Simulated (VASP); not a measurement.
Output of a VASP run:

### OSZICAR
```
       N       E                     dE             d eps       ncg     rms          rms(c)
DAV:   1     0.284949232907E+01    0.28495E+01   -0.49683E+03  1360   0.984E+02
DAV:   2    -0.169527965696E+02   -0.19802E+02   -0.18568E+02  2088   0.114E+02
DAV:   3    -0.170922169225E+02   -0.13942E+00   -0.13942E+00  1440   0.126E+01
DAV:   4    -0.170924051325E+02   -0.18821E-03   -0.18821E-03  1920   0.510E-01
DAV:   5    -0.170924052028E+02   -0.70304E-07   -0.70285E-07  1432   0.635E-03    0.537E+00
DAV:   6    -0.166403588336E+02    0.45205E+00   -0.36710E-01  1400   0.476E+00    0.319E+00
DAV:   7    -0.164829425373E+02    0.15742E+00   -0.43675E-01  1648   0.521E+00    0.692E-01
DAV:   8    -0.164834788519E+02   -0.53631E-03   -0.17051E-03  1392   0.497E-01    0.313E-02
DAV:   9    -0.164834991562E+02   -0.20304E-04   -0.15178E-05  1952   0.500E-02    0.304E-02
DAV:  10    -0.164835046944E+02   -0.55382E-05   -0.50028E-06  1392   0.271E-02    0.517E-03
DAV:  11    -0.164835046581E+02    0.36355E-07   -0.11978E-07  1784   0.313E-03
   1 F= -.16483505E+02 E0= -.16483505E+02  d E =-.106305E-21
```

**OUTCAR**
```
------------------------ aborting loop because EDIFF is reached ----------------------------------------
  FORCE on cell =-STRESS in cart. coord.  units (eV):
  Direction    XX          YY          ZZ          XY          YZ          ZX
  --------------------------------------------------------------------------------------
  Total       -0.8952418     -0.8952418     -0.8952418      0.0000000      0.0000000      0.0000000
  in kB     -122.5806476   -122.5806476   -122.5806476      0.0000000      0.0000000      0.0000000
  external PRESSURE =    -122.5806476 kB  Pullay stress =       0.0000000 kB
  volume of cell :       11.70
      direct lattice vectors                 reciprocal lattice vectors
     0.000000000  1.801909620  1.801909620    -0.277483396  0.277483396  0.277483396
     1.801909620  0.000000000  1.801909620     0.277483396 -0.277483396  0.277483396
     1.801909620  1.801909620  0.000000000     0.277483396  0.277483396 -0.277483396
 POSITION                                       TOTAL-FORCE (eV/Angst)
 -----------------------------------------------------------------------------------
      0.00000      0.00000      0.00000        -0.000000      0.000000     -0.000000
      0.90095      0.90095      0.90095         0.000000      0.000000      0.000000
 -----------------------------------------------------------------------------------
    total drift:                                0.000000      0.000000      0.000000
  FREE ENERGIE OF THE ION-ELECTRON SYSTEM (eV)
  ---------------------------------------------------
  free  energy   TOTEN  =       -16.4835046581 eV

  energy  without entropy=      -16.4835046581  energy(sigma->0) =      -16.48350466
```
(Selected blocks of OUTCAR.)

File POSCAR:
```
C
1
    0.0000000000     1.8019096202     1.8019096202
    1.8019096202     0.0000000000     1.8019096202
    1.8019096202     1.8019096202     0.0000000000
C
2
Direct
  0.0000000000   0.0000000000   0.0000000000
  0.2500000000   0.2500000000   0.2500000000
```

Task: Write an INCAR and KPOINTS that could have produced this output.

Result: This is not unique; one that fits is the input of the run itself, rev-vdW-DF2, plane waves, VASP's PBE PAW potentials (set 64).

File KPOINTS:
```
Automatic mesh
0
G
  13 13 13
```

**INCAR**
```
SYSTEM=C
PREC=Accurate; ENCUT=520; LREAL=.False.
LASPH=.True.
EDIFF=1E-7; NELM=100; ALGO=Normal
ISMEAR=0; SIGMA=0.05
GGA=MK; LUSE_VDW=.True.; AGGAC=0.0
PARAM1=0.1234568; PARAM2=0.7114; ZAB_VDW=-1.8867
ISIF=2
LWAVE=.False.; LCHARG=.False.
```

POTCAR, in this order: C (PBE.64 set). Program: vasp_std.

The compound is C in the diamond structure. This cell is one point of a volume scan, at 1.03 of the reference volume.
